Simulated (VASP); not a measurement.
Data:

```
Ni3Sb
1.0
    3.67700     0.00000     0.00000
    0.00000     3.67700     0.00000
    0.00000     0.00000     3.67700
Ni Sb
3 1
Direct
  0.00000   0.50000   0.50000
  0.50000   0.00000   0.50000
  0.50000   0.50000   0.00000
  0.00000   0.00000   0.00000
```

These are PBEsol GGA, VASP's PBE PAW potentials (set 64) (plane waves; VASP) values and carry that method's errors. Settings: 400 eV cut-off, Gaussian smearing of 0.050 eV, potentials Ni Sb.

Question: Give the energies of bands 7 to 20 at the high-symmetry points, in eV from the Fermi level.

Answer: 
| band | Γ | X | M | R |
|---|---|---|---|---|
| 7 | -3.39 | -2.95 | -2.84 | -4.18 |
| 8 | -2.29 | -2.27 | -2.84 | -2.37 |
| 9 | -2.29 | -2.27 | -2.19 | -2.37 |
| 10 | -2.29 | -2.26 | -2.19 | -2.37 |
| 11 | -1.79 | -2.19 | -1.83 | -1.58 |
| 12 | -1.79 | -1.62 | -1.65 | -1.58 |
| 13 | -1.79 | -1.62 | -1.65 | -1.58 |
| 14 | -0.92 | -1.55 | -1.65 | -1.58 |
| 15 | -0.92 | -1.45 | -1.58 | -1.58 |
| 16 | -0.74 | -0.90 | -1.44 | -1.03 |
| 17 | -0.39 | -0.38 | -1.21 | -0.61 |
| 18 | -0.39 | 2.27 | 0.03 | -0.61 |
| 19 | -0.39 | 2.27 | 0.03 | -0.61 |
| 20 | 2.86 | 3.41 | 4.31 | -0.08 |

It has no gap at this level: it comes out as a metal or semimetal.

The structure comes from a computed database's Ni3Sb entry (Pm-3m); how it stands against other phases isn't given here. It was relaxed first. The run is not spin-polarised, so no magnetic state was tried. The electron count is odd and the run is not spin-polarised, which forces a metal.
